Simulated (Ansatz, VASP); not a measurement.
# MgO: VASP beside Ansatz, part 2 of 2

Aim: how closely do two programs agree when they are given the same cell, functional and k mesh? The cell is taken from a series of runs on this material, whose earlier steps may have relaxed, scaled, displaced or heated it; both programs get it as it stands.

VASP 6.6.1 and Ansatz 0.2.0.

So far: Starting point; VASP: dielectric response, r2SCAN.

## 3. Ansatz: dielectric response, r2SCAN

Level of this step: Ansatz beside VASP: Kohn-Sham DFT, plane waves, r2SCAN (Ansatz).

Ansatz runs on its default PAW (the set named soft_2) files.

The same cell, functional and mesh now go to Ansatz, which takes its cutoff from its data sets.

Input file input.yaml:

```yaml
crystal:
  lattice:
    - [0.0, 2.10607, 2.10607]
    - [2.10607, 0.0, 2.10607]
    - [2.10607, 2.10607, 0.0]
  atoms:
    - { symbol: Mg, position: [0.0, 0.0, 0.0] }
    - { symbol: O, position: [0.5, 0.5, 0.5] }
kpoints:
  mp_grid: { grid: [8, 8, 8] }
hamiltonian:
  xc: r2scan
scf:
  occupations: { method: fixed }
output:
  eigenvalues: true
dielectric: {}
```

Launch:

```sh
$ ansatz run input.yaml --threads 4 --pin off --max-ram 8192MiB --backend cpu --events-out ev --progress --plain --runs-dir out
```

Numbers of over 12 decimals in the logs are rounded to 6 here.

The program printed:

```text
Engine: ansatz 0.2.0, aarch64-unknown-linux-gnu
Pseudopotentials: kind: paw
Pseudopotential: Mg, paw, valence charge 10, recommended cutoff 500 eV (meta_gga), Mg.paw.azcp
Pseudopotential: O, paw, valence charge 6, recommended cutoff 500 eV (meta_gga), O.paw.azcp
Functional definition: r2SCAN
  parameter k0 = 0.174
  parameter k1 = 0.065
  parameter a1 = 4.9479
  exchange = r2scan_x(k0 = k0, k1 = k1, a1 = a1)
  correlation = r2scan_c
Crystal: 2 atoms, lattice volume = 18.683 Å³
Basis set: ecut = 500 eV, 459 PW (Γ), exchange–correlation on 96×96×96 points (64 copies of the dense FFT grid, shifted against one another)
Bands: 12, of which v1, the nominal top of the filled ones, is band 8 counted from 1 (7 counted from 0)
Symmetry: 48 space group operations
k-points: 59 of 512 (irreducible under 8 space group operations, time reversal used)
Non-local potential: Mg, projectors of the file, l = 0: 3, l = 1: 2, l = 2: 1
Non-local potential: O, projectors of the file, l = 0: 2, l = 1: 2, l = 2: 1
PAW form: soft (Blöchl's): semilocal exchange-correlation on the pseudo side does not see the compensation charge
PAW frozen core: Mg, regenerated for the run's functional (the file was generated under x = pbe(κ = 0.804, μ = 0.219515), c = pbe(β = 0.066725))
PAW frozen core: O, regenerated for the run's functional (the file was generated under x = pbe(κ = 0.804, μ = 0.219515), c = pbe(β = 0.066725))
PAW one-centre angular grid: Mg, 302 points (default); XC on 224 Gauss nodes
PAW one-centre angular grid: O, 302 points (default); XC on 160 Gauss nodes
Initial density: superposition of atomic densities (neutral atoms: chi_scale 0, normalization atom), corrected by the library's trained network
Initial wavefunctions: pseudopotential atomic-orbital guess
Functional: x = r2scan, c = r2scan; τ floored in thin density (d = 2e-4 eV/Å³)
SCF iter   1: F=—  HF=-2498.251365 eV  |F-HF|=—  |Δ(HF+E_count)|=         —  Δρ=9.86e-3  dr2=1.06e-2  dr2_τ=7.07e-2  ethr=1.77e-3  ⟨swp⟩=4.7  Hψ=3740  notcnv=0  defer=99
preconditioner: auto → none  [insulator: Δε(μ)=5.550 eV  Ē_g=20.006 eV  n_scr=8 (ndim 8)  ℏωp=24.3 eV  f_vac=0.000  ε∞_Penn≈2.5]
SCF iter   2: F=—  HF=-2498.334658 eV  |F-HF|=—  |Δ(HF+E_count)|=   8.33e-2  Δρ=4.73e-3  dr2=1.63e-3  dr2_τ=2.42e-4  ethr=6.61e-5  ⟨swp⟩=2.8  Hψ=1834  notcnv=0  defer=116
SCF iter   3: F=—  HF=-2498.334711 eV  |F-HF|=—  |Δ(HF+E_count)|=   5.30e-5  Δρ=9.72e-4  dr2=9.58e-5  dr2_τ=1.55e-5  ethr=1.02e-5  ⟨swp⟩=3.0  Hψ=1049  notcnv=0  defer=116
SCF iter   4: F=—  HF=-2498.334705 eV  |F-HF|=—  |Δ(HF+E_count)|=   6.25e-6  Δρ=2.71e-4  dr2=9.12e-6  dr2_τ=1.34e-6  ethr=5.99e-7  ⟨swp⟩=2.4  Hψ=900  notcnv=0  defer=63
SCF iter   5: F=—  HF=-2498.334702 eV  |F-HF|=—  |Δ(HF+E_count)|=   2.31e-6  Δρ=2.88e-5  dr2=7.52e-8  dr2_τ=1.99e-8  ethr=5.70e-8  ⟨swp⟩=2.0  Hψ=928  notcnv=0
SCF iter   6: F=—  HF=-2498.334702 eV  |F-HF|=—  |Δ(HF+E_count)|=   3.97e-8  Δρ=8.85e-6  dr2=2.83e-9  dr2_τ=1.12e-9  ethr=4.70e-10  ⟨swp⟩=2.1  Hψ=1080  notcnv=0
SCF iter   7: F=—  HF=-2498.334702 eV  |F-HF|=—  |Δ(HF+E_count)|=   1.34e-9  Δρ=1.61e-6  dr2=5.05e-10  dr2_τ=1.93e-11  ethr=1.77e-11  ⟨swp⟩=2.0  Hψ=1043  notcnv=0
SCF iter   8: F=-2498.334702 eV  HF=-2498.334702 eV  |F-HF|=9.09e-13  |Δ(HF+E_count)|=  1.15e-10  Δρ=9.99e-8  dr2=6.81e-13  dr2_τ=9.34e-14  ethr=1.00e-12  ⟨swp⟩=4.0  Hψ=2300  notcnv=0
SCF 1 converged in 8 iterations: F = -2498.334702 eV  dr2 = 6.81e-13
  greatest PAW one-centre occupation: 1.000 electrons in one spin orbital (limit 2), on the Mg atom at site 0 (counted from 0), in its partial waves of l = 0
DFPT response loops at Γ: preconditioner auto → none (the input reference at scf.mixing.eps_inf says where Resta's filter doesn't serve); β = 0.50; Broyden in place of MSR1
── the response to a field inside a basis, on 8×8×8 k-points: an SCF that follows is theirs, and a resumed run solves both again ──
Bands: 9, of which v1, the nominal top of the filled ones, is band 8 counted from 1 (7 counted from 0)
k-points: 60 of 512 (irreducible under 12 space group operations)
Initial density: handed on by an earlier stage of this run
Initial wavefunctions: pseudopotential atomic-orbital guess (no wavefunctions were taken with the density)
Eigensolver: Dense (60 Hₖ)
SCF iter   1: F=—  HF=-2498.336026 eV  |F-HF|=—  |Δ(HF+E_count)|=         —  Δρ=1.79e-4  dr2=6.65e-7  dr2_τ=1.94e-6  ethr=1.00e-1
preconditioner: auto → none  [insulator: Δε(μ)=5.915 eV  Ē_g=15.827 eV  n_scr=8 (ndim 8)  ℏωp=24.3 eV  f_vac=0.000  ε∞_Penn≈3.4]
SCF iter   2: F=—  HF=-2498.336031 eV  |F-HF|=—  |Δ(HF+E_count)|=   4.66e-6  Δρ=8.80e-5  dr2=1.74e-7  dr2_τ=2.68e-7  ethr=4.16e-9
SCF iter   3: F=-2498.336033 eV  HF=-2498.336032 eV  |F-HF|=7.49e-8  |Δ(HF+E_count)|=   1.69e-6  Δρ=3.38e-5  dr2=5.56e-8  dr2_τ=3.61e-8  ethr=1.09e-9
SCF 1 converged in 3 iterations: F = -2498.336033 eV  dr2 = 5.56e-8
DFPT response loops at Γ: mixed as the last ones told, above
SCF converged after 8 iterations
Free energy (F): -2498.334702 eV
Harris-Foulkes:  -2498.334702 eV  (|F-HF|=9.09e-13)
Internal energy: -2498.334702 eV  (E = F + TS)
E sigma→0 (E₀):  -2498.334702 eV
Fermi energy:    7.717684 eV
--- Per-component energies (eV) ---
  E_band       = -312.389522
  E_kinetic    = 256.582049
  E_local      = -1605.037710  (includes V_loc(G=0)·N_el)
  E_nonlocal   = 142.527656
  E_hartree    = 556.226962
  E_xc         = -103.239493
  E_vxc        = -149.001411  (∫ρ·V_xc dr)
  E_paw        = -455.994266  (= ΣΔE_a)
  E_vpaw       = -79.555313  (= ΣTr[D̂ρ^β])
  E_aug_tail   = 0.001063  (compensation charges beyond the density's cutoff)
  E_vtau       = 9.640213  (kinetic-family band-sum trace: ∫τ·v_τ [+ j·A + Jᵃ·Aᵃ] dr)
  E_ewald      = -1289.342815
  E_core_change = -0.058149  (= ΣΔE_core)
  E_smearing   = -0.000000  (= −TS)
  E_closure    = -0.000000  (closes the sum)
  Σ components = -2498.334702   (vs F -2498.334702, Δ=0.00e0)
--- Band table (eV; the first three rows and the last of 59) ---
  k-point 0: bands = [... 4 lower, -10.4850, 7.7177, 7.7177, 7.7177, 13.3461, 24.5419, 24.5419, 24.5419]
  k-point 1: bands = [... 4 lower, -10.3188, 6.7947, 7.6117, 7.6117, 14.2443, 22.8789, 24.9213, 24.9213]
  k-point 2: bands = [... 4 lower, -9.8904, 5.0888, 7.3672, 7.3672, 15.7233, 21.3573, 25.4829, 25.4829]
  k-point 58: bands = [... 4 lower, -8.9252, 4.7727, 4.7727, 5.9469, 20.4205, 20.4205, 21.1212, 24.4104]
--- Dielectric response (ions clamped): 3 representative field directions + reference, inside a basis on a mesh of 512 k-points (Σ response iterations 15) ---
  ε∞ (high-frequency dielectric tensor):
        3.002315     0.000000     0.000000
        0.000000     3.002315     0.000000
        0.000000     0.000000     3.002315
  Born effective charges Z* (e; rows j = field, columns β = displacement):
    site 0:
         1.98085   -0.00000    0.00000
         0.00000    1.98085   -0.00000
         0.00000   -0.00000    1.98085
    site 1:
        -1.98085    0.00000   -0.00000
        -0.00000   -1.98085    0.00000
        -0.00000    0.00000   -1.98085
  Z* charge neutrality: 3.052e-4 e pre-enforcement
  solved inside a basis spanned on kpoints, on 8×8×8 k-points, its susceptibility summed on 12×12×12: ε∞ is read to err by 6.4e-3, Z* by 1.1e-2 e (field_mesh: kpoints solves on kpoints); Z* is corrected for what the basis lacks
```

## 4. Comparison

Known differences besides the potentials themselves: VASP keeps PBE cores, Ansatz makes them for the functional; fixed occupations in Ansatz, narrow Gaussian smearing in VASP; VASP's response is taken on the typed mesh, Ansatz refines its own for the field response alone; the data sets hold 16 valence electrons in Ansatz (on its default PAW (the set named soft_2) files) and 8 in VASP; the cutoff is 500 eV in Ansatz and 580 eV in VASP; VASP takes ε∞ from a finite field, Ansatz from linear response. Total energies have different zeros and are not compared.

The two programs side by side:

```csv
quantity,Ansatz,VASP,difference
ε∞ xx,3.00,2.93,+2.44 %
ε∞ yy,3.00,2.93,+2.44 %
ε∞ zz,3.00,2.93,+2.44 %
Born charge of Mg1 (mean of the diagonal) (e),1.98,1.96,+0.02
Born charge of O2 (mean of the diagonal) (e),-1.98,-1.96,-0.02
```

## 5. Results

```json
{
  "difference in ε∞ xx (dielectric response, r2SCAN)": "2.4 %"
}
```

**Reading.** The difference in ε∞ xx is 2.4 % (dielectric response, r2SCAN), within the 5 % picked in this series as the mark of a large difference. The data sets hold unlike numbers of valence electrons (16 in Ansatz and 8 in VASP), so part of the differences comes from the potentials. How closely two codes agree says nothing of how well the functional describes the real material.

[Lines on the potential files, build, host, timing and source positions are cut from VASP's logs without a mark.]

[Logs are printed without paths, hosts, clocks, repeated set-up lines and the standing remarks that a program may print on its own settings, such as how far it seeks lower states.]

[Hosts, paths, dates, database ids (printed as entryN), source tags and the programs' standing remarks are cut or masked in the printed files.]
